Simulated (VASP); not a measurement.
**Sn in VASP: the effect of functional**

Slab: Sn, a slab with vacuum.

```
CELL_PARAMETERS angstrom
4.58997 0.00000 0.00000
0.00000 4.58997 0.00000
0.00000 0.00000 26.35960
ATOMIC_POSITIONS crystal
Sn 0.00000 0.50000 0.28453
Sn 0.00000 0.00000 0.34609
Sn 0.50000 0.00000 0.40765
Sn 0.50000 0.50000 0.46922
Sn 0.00000 0.50000 0.53078
Sn 0.00000 0.00000 0.59235
Sn 0.50000 0.00000 0.65391
Sn 0.50000 0.50000 0.71547
```

Alike in all runs:

```yaml
Program: VASP 6.6.1
Task: work function
Cutoff: 520 eV
k_mesh: 5 × 5 × 1
Occupations: fermi-dirac, width 0.05 eV
Spin: no spin polarisation
```

Problem. One run gave: largest force 0.10 eV/Å; work function 4.86 eV. Which functional did it use?
A. RPBE
B. BLYP
C. LDA
D. revPBE
E. PBEsol

Solution. C.

| functional | potentials or basis | largest force (eV/Å) | work function (eV) |
| --- | --- | --- | --- |
| LDA | VASP PAW LDA potentials, release 64 (Sn_d) | 0.10 | 4.86 |
| PBEsol | VASP PAW PBE potentials, release 64 (Sn_d) | 0.25 | 4.68 |
| RPBE | VASP PAW PBE potentials, release 64 (Sn_d) | 0.70 | 4.54 |
| revPBE | VASP PAW PBE potentials, release 64 (Sn_d) | 0.65 | 4.54 |
| BLYP | VASP PAW PBE potentials, release 64 (Sn_d) | 0.83 | 4.41 |

Caveats: the PAW data sets were made with another functional, which shifts forces and pressure a little (some runs).

Runs at the PBE level aren't shown here.
